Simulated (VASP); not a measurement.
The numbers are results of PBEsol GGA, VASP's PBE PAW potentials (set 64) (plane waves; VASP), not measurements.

VASP ran on this input.

**KPOINTS**
```
Regular mesh
0
G
  6 6 2
0 0 0
```

### INCAR
```
SYSTEM = InSe
PREC = Accurate; ENCUT = 400; LREAL = .False.
LASPH = .True.
EDIFF = 1E-6; NELM = 100; ALGO = Normal
LMAXMIX = 4
ISMEAR = 0; SIGMA = 0.05
GGA = PS
IBRION = 2; NSW = 60; ISIF = 3
EDIFFG = -0.02
LWAVE = .False.; LCHARG = .False.
```

**POSCAR**
```
InSe
1
    4.0215969198    -0.0000000000    -0.0000000000
   -2.0107984599     3.4828049917     0.0000000000
   -0.0000000000     0.0000000000    17.8496073073
In Se
4 4
Direct
  0.3333330000   0.6666670000   0.1723349348
  0.6666670000   0.3333330000   0.6723349348
  0.6666670000   0.3333330000   0.8276650652
  0.3333330000   0.6666670000   0.3276650652
  0.3333330000   0.6666670000   0.6009143351
  0.6666670000   0.3333330000   0.1009143351
  0.6666670000   0.3333330000   0.3990856649
  0.3333330000   0.6666670000   0.8990856649
```

POTCAR, in this order: In_d Se (PBE.64 set). Program: vasp_std.

The run wrote:

### OSZICAR
```
...
DAV:   5    -0.311664653060E+02   -0.18143E-04   -0.57472E-04  1530   0.162E-01    0.398E-02
DAV:   6    -0.311664652367E+02    0.69327E-07   -0.38656E-05  1925   0.349E-02    0.273E-02
DAV:   7    -0.311664653759E+02   -0.13923E-06   -0.53820E-06  1291   0.178E-02
   7 F= -.31166465E+02 E0= -.31166465E+02  d E =-.452459E-02
       N       E                     dE             d eps       ncg     rms          rms(c)
DAV:   1    -0.311445513885E+02    0.21914E-01   -0.11691E+01  1298   0.160E+01    0.164E+00
DAV:   2    -0.311795078630E+02   -0.34956E-01   -0.67598E-01  1479   0.506E+00    0.664E-01
DAV:   3    -0.311731502822E+02    0.63576E-02   -0.29400E-02  1742   0.133E+00    0.510E-01
DAV:   4    -0.311699150696E+02    0.32352E-02   -0.73678E-03  1802   0.783E-01    0.202E-01
DAV:   5    -0.311696919860E+02    0.22308E-03   -0.21914E-03  1598   0.285E-01    0.850E-02
DAV:   6    -0.311696935152E+02   -0.15292E-05   -0.26600E-04  1608   0.120E-01    0.431E-02
DAV:   7    -0.311696916358E+02    0.18794E-05   -0.41283E-05  1832   0.621E-02    0.214E-02
DAV:   8    -0.311696941198E+02   -0.24840E-05   -0.68454E-06  1363   0.188E-02    0.609E-03
DAV:   9    -0.311696940073E+02    0.11255E-06   -0.84210E-07   765   0.550E-03
   8 F= -.31169694E+02 E0= -.31169694E+02  d E =-.775322E-02
       N       E                     dE             d eps       ncg     rms          rms(c)
DAV:   1    -0.311704699994E+02   -0.77588E-03   -0.35998E-02  1794   0.129E+00    0.122E-01
DAV:   2    -0.311702161120E+02    0.25389E-03   -0.16867E-03  1707   0.423E-01    0.518E-02
DAV:   3    -0.311701362986E+02    0.79813E-04   -0.20097E-04  1584   0.146E-01    0.225E-02
DAV:   4    -0.311701306118E+02    0.56868E-05   -0.43814E-05  1610   0.403E-02    0.104E-02
DAV:   5    -0.311701314113E+02   -0.79945E-06   -0.42564E-06  1161   0.144E-02
   9 F= -.31170131E+02 E0= -.31170131E+02  d E =-.437404E-03
       N       E                     dE             d eps       ncg     rms          rms(c)
DAV:   1    -0.311744563714E+02   -0.43258E-02   -0.32413E-01  1786   0.384E+00    0.369E-01
DAV:   2    -0.311722065179E+02    0.22499E-02   -0.15422E-02  1721   0.127E+00    0.156E-01
DAV:   3    -0.311714850096E+02    0.72151E-03   -0.17852E-03  1590   0.435E-01    0.679E-02
DAV:   4    -0.311714164222E+02    0.68587E-04   -0.40042E-04  1609   0.122E-01    0.315E-02
DAV:   5    -0.311714172575E+02   -0.83530E-06   -0.41659E-05  1560   0.452E-02    0.173E-02
DAV:   6    -0.311714179605E+02   -0.70302E-06   -0.50744E-06  1304   0.220E-02
  10 F= -.31171418E+02 E0= -.31171418E+02  d E =-.172395E-02
       N       E                     dE             d eps       ncg     rms          rms(c)
DAV:   1    -0.311861128951E+02   -0.14696E-01   -0.12944E+00  1786   0.764E+00    0.745E-01
DAV:   2    -0.311770460850E+02    0.90668E-02   -0.62468E-02  1729   0.256E+00    0.314E-01
DAV:   3    -0.311741555066E+02    0.28906E-02   -0.70734E-03  1585   0.867E-01    0.137E-01
DAV:   4    -0.311738562058E+02    0.29930E-03   -0.16204E-03  1633   0.246E-01    0.635E-02
DAV:   5    -0.311738533601E+02    0.28457E-05   -0.17374E-04  1547   0.935E-02    0.350E-02
DAV:   6    -0.311738539319E+02   -0.57179E-06   -0.22486E-05  1922   0.445E-02    0.187E-02
DAV:   7    -0.311738551925E+02   -0.12606E-05   -0.51674E-06  1324   0.202E-02    0.488E-03
DAV:   8    -0.311738543100E+02    0.88252E-06   -0.94018E-07   748   0.760E-03
  11 F= -.31173854E+02 E0= -.31173854E+02  d E =-.416030E-02
       N       E                     dE             d eps       ncg     rms          rms(c)
DAV:   1    -0.312273872294E+02   -0.53532E-01   -0.51450E+00  1778   0.151E+01    0.152E+00
DAV:   2    -0.311908521715E+02    0.36535E-01   -0.25466E-01  1724   0.514E+00    0.635E-01
DAV:   3    -0.311794086568E+02    0.11444E-01   -0.27430E-02  1590   0.171E+00    0.283E-01
DAV:   4    -0.311780690158E+02    0.13396E-02   -0.65548E-03  1628   0.505E-01    0.131E-01
DAV:   5    -0.311780504898E+02    0.18526E-04   -0.79214E-04  1531   0.202E-01    0.714E-02
DAV:   6    -0.311780466231E+02    0.38667E-05   -0.89768E-05  1908   0.906E-02    0.381E-02
DAV:   7    -0.311780506384E+02   -0.40153E-05   -0.20199E-05  1430   0.371E-02    0.934E-03
DAV:   8    -0.311780484246E+02    0.22138E-05   -0.36879E-06   999   0.124E-02    0.629E-03
DAV:   9    -0.311780484288E+02   -0.41873E-08   -0.11080E-06   797   0.516E-03
  12 F= -.31178048E+02 E0= -.31178048E+02  d E =-.835442E-02
       N       E                     dE             d eps       ncg     rms          rms(c)
DAV:   1    -0.313839083731E+02   -0.20586E+00   -0.20363E+01  1770   0.294E+01    0.316E+00
DAV:   2    -0.312342622098E+02    0.14965E+00   -0.10646E+00  1721   0.104E+01    0.130E+00
DAV:   3    -0.311894057053E+02    0.44857E-01   -0.10350E-01  1580   0.328E+00    0.610E-01
DAV:   4    -0.311827854795E+02    0.66202E-02   -0.27323E-02  1662   0.109E+00    0.277E-01
DAV:   5    -0.311827290269E+02    0.56453E-04   -0.40460E-03  1507   0.455E-01    0.143E-01
DAV:   6    -0.311827053623E+02    0.23665E-04   -0.38321E-04  1962   0.185E-01    0.847E-02
DAV:   7    -0.311827182675E+02   -0.12905E-04   -0.83456E-05  1606   0.669E-02    0.215E-02
DAV:   8    -0.311827105374E+02    0.77301E-05   -0.18487E-05  1382   0.256E-02    0.134E-02
DAV:   9    -0.311827107399E+02   -0.20252E-06   -0.28273E-06  1134   0.753E-03
  13 F= -.31182711E+02 E0= -.31182711E+02  d E =-.130167E-01
       N       E                     dE             d eps       ncg     rms          rms(c)
DAV:   1    -0.312040705924E+02   -0.21360E-01   -0.21439E+00  1778   0.994E+00    0.983E-01
DAV:   2    -0.311883073066E+02    0.15763E-01   -0.10668E-01  1739   0.337E+00    0.413E-01
DAV:   3    -0.311833939861E+02    0.49133E-02   -0.11969E-02  1585   0.114E+00    0.182E-01
DAV:   4    -0.311828828859E+02    0.51110E-03   -0.27507E-03  1648   0.325E-01    0.838E-02
DAV:   5    -0.311828753822E+02    0.75037E-05   -0.30631E-04  1502   0.124E-01    0.462E-02
DAV:   6    -0.311828747697E+02    0.61251E-06   -0.37313E-05  1930   0.584E-02    0.241E-02
DAV:   7    -0.311828762997E+02   -0.15300E-05   -0.82782E-06  1388   0.244E-02    0.599E-03
DAV:   8    -0.311828751943E+02    0.11054E-05   -0.13805E-06   785   0.787E-03    0.400E-03
DAV:   9    -0.311828750970E+02    0.97318E-07   -0.86397E-07   710   0.431E-03
  14 F= -.31182875E+02 E0= -.31182875E+02  d E =-.131811E-01
       N       E                     dE             d eps       ncg     rms          rms(c)
DAV:   1    -0.311875103513E+02   -0.46352E-02   -0.48684E-01  1452   0.328E+00    0.464E-01
DAV:   2    -0.311860757406E+02    0.14346E-02   -0.30771E-02  1642   0.139E+00    0.239E-01
DAV:   3    -0.311845384450E+02    0.15373E-02   -0.17355E-03  1616   0.340E-01    0.134E-01
DAV:   4    -0.311840472882E+02    0.49116E-03   -0.13033E-03  1760   0.237E-01    0.476E-02
DAV:   5    -0.311840723598E+02   -0.25072E-04   -0.35951E-04  1454   0.151E-01    0.240E-02
DAV:   6    -0.311840711841E+02    0.11757E-05   -0.22649E-05  1721   0.329E-02    0.187E-02
DAV:   7    -0.311840713207E+02   -0.13657E-06   -0.22806E-06   965   0.127E-02
  15 F= -.31184071E+02 E0= -.31184071E+02  d E =-.119622E-02
       N       E                     dE             d eps       ncg     rms          rms(c)
DAV:   1    -0.311845764983E+02   -0.50531E-03   -0.62513E-02  1444   0.118E+00    0.168E-01
DAV:   2    -0.311843853433E+02    0.19115E-03   -0.39538E-03  1663   0.500E-01    0.853E-02
DAV:   3    -0.311841858125E+02    0.19953E-03   -0.22351E-04  1647   0.121E-01    0.475E-02
DAV:   4    -0.311841233323E+02    0.62480E-04   -0.16779E-04  1776   0.849E-02    0.173E-02
DAV:   5    -0.311841268443E+02   -0.35120E-05   -0.45367E-05  1499   0.532E-02    0.853E-03
DAV:   6    -0.311841265433E+02    0.30103E-06   -0.27335E-06   974   0.131E-02
  16 F= -.31184127E+02 E0= -.31184127E+02  d E =-.125145E-02
```

OUTCAR:
```
------------------------ aborting loop because EDIFF is reached ----------------------------------------
  FORCE on cell =-STRESS in cart. coord.  units (eV):
  Direction    XX          YY          ZZ          XY          YZ          ZX
  --------------------------------------------------------------------------------------
  Total       -0.0225407     -0.0225407      0.0026645      0.0000000      0.0000000      0.0000000
  in kB       -0.1531841     -0.1531841      0.0181077      0.0000000      0.0000000      0.0000000
  external PRESSURE =      -0.0960869 kB  Pullay stress =       0.0000000 kB
  volume of cell :      235.76
      direct lattice vectors                 reciprocal lattice vectors
     4.010929001  0.000000000  0.000000000     0.249318799  0.143944280 -0.000000000
    -2.005464501  3.473566304 -0.000000000    -0.000000000  0.287888560 -0.000000000
     0.000000000  0.000000000 16.921656302    -0.000000000  0.000000000  0.059095870
 POSITION                                       TOTAL-FORCE (eV/Angst)
 -----------------------------------------------------------------------------------
     -0.00000      2.31571      2.84072         0.000000     -0.000000      0.019762
      2.00547      1.15785     11.30155        -0.000000      0.000000      0.019762
      2.00547      1.15785     14.08094        -0.000000      0.000000     -0.019762
     -0.00000      2.31571      5.62011         0.000000     -0.000000     -0.019762
     -0.00000      2.31571     10.02385         0.000000      0.000000     -0.001786
      2.00547      1.15785      1.56303         0.000000      0.000000     -0.001786
      2.00547      1.15785      6.89780         0.000000     -0.000000      0.001786
     -0.00000      2.31571     15.35863        -0.000000      0.000000      0.001786
 -----------------------------------------------------------------------------------
    total drift:                               -0.000757      0.000181      0.000015
  FREE ENERGIE OF THE ION-ELECTRON SYSTEM (eV)
  ---------------------------------------------------
  free  energy   TOTEN  =       -31.1841265433 eV

  energy  without entropy=      -31.1841265426  energy(sigma->0) =      -31.18412654

 reached required accuracy - stopping structural energy minimisation
```
(Selected blocks of OUTCAR.)

File CONTCAR:
```
InSe
   1.00000000000000
     4.0109290012923591    0.0000000000000000    0.0000000000000000
    -2.0054645006461795    3.4735663041661931   -0.0000000000000000
     0.0000000000000000    0.0000000000000000   16.9216563015393575
  In              Se
     4     4
Direct
     0.3333330000000032    0.6666669999999968    0.1678748516838091
     0.6666669999999968    0.3333330000000032    0.6678748516838092
     0.6666669999999968    0.3333330000000032    0.8321251483161908
     0.3333330000000032    0.6666669999999968    0.3321251483161910
     0.3333330000000032    0.6666669999999968    0.5923683423117954
     0.6666669999999968    0.3333330000000032    0.0923683423117952
     0.6666669999999968    0.3333330000000032    0.4076316576882048
     0.3333330000000032    0.6666669999999968    0.9076316576882046
```

**OUTCAR**
```
 val. band max:        3.8530984137   @ k =   0.0000   0.0000   0.0000

 cond. band min:       4.2280862918   @ k =   0.0000   0.0000   0.0000


 Fermi energy:         4.0405272702

 k-point     1 :       0.0000    0.0000    0.0000
  band No.  band energies     occupation
      1     -10.8573      2.00000
      2     -10.8568      2.00000
      3     -10.6604      2.00000
      4     -10.6604      2.00000
      5     -10.6601      2.00000
      6     -10.6601      2.00000
      7     -10.5721      2.00000
      8     -10.5721      2.00000
      9     -10.5720      2.00000
     10     -10.5720      2.00000
     11     -10.5625      2.00000
     12     -10.5625      2.00000
     13     -10.5624      2.00000
     14     -10.5624      2.00000
     15     -10.3789      2.00000
     16     -10.3789      2.00000
     17     -10.3788      2.00000
     18     -10.3788      2.00000
     19     -10.3767      2.00000
     20     -10.3689      2.00000
     21      -9.6327      2.00000
     22      -9.4795      2.00000
     23      -9.3961      2.00000
     24      -9.2348      2.00000
     25      -2.4702      2.00000
     26      -2.1520      2.00000
     27      -0.4030      2.00000
     28       0.4323      2.00000
     29       2.3550      2.00000
     30       2.5276      2.00000
     31       2.5276      2.00000
     32       2.6030      2.00000
     33       2.6031      2.00000
     34       2.6995      2.00000
     35       2.6996      2.00000
     36       2.7790      2.00000
     37       2.7790      2.00000
     38       3.8531      2.00000
     39       4.2281      0.00000
     40       5.5083      0.00000
     41       5.9185      0.00000
     42       5.9248      0.00000
     43       8.0844      0.00000
     44       8.0845      0.00000
     45       8.2147      0.00000

 k-point     2 :       0.1667    0.0000    0.0000
  band No.  band energies     occupation
      1     -10.8629      2.00000
      2     -10.8620      2.00000
      3     -10.7514      2.00000
...
```

Energy and stress use the plane-wave basis of the starting cell. Without a dispersion term in the relaxation, distances and binding between the weakly bound layers, chains or molecules are unreliable, and so is what depends on them. Unless said otherwise, spin-orbit coupling is left out, though it shifts the bands of the heavy elements here.

The structure was generated: InSe was put into the beta-GaS type (P6_3/mmc), a phase also known from measurement. This run relaxes it. Symmetry was kept, so distortions that lower it aren't found. The start is the result of an earlier pass.
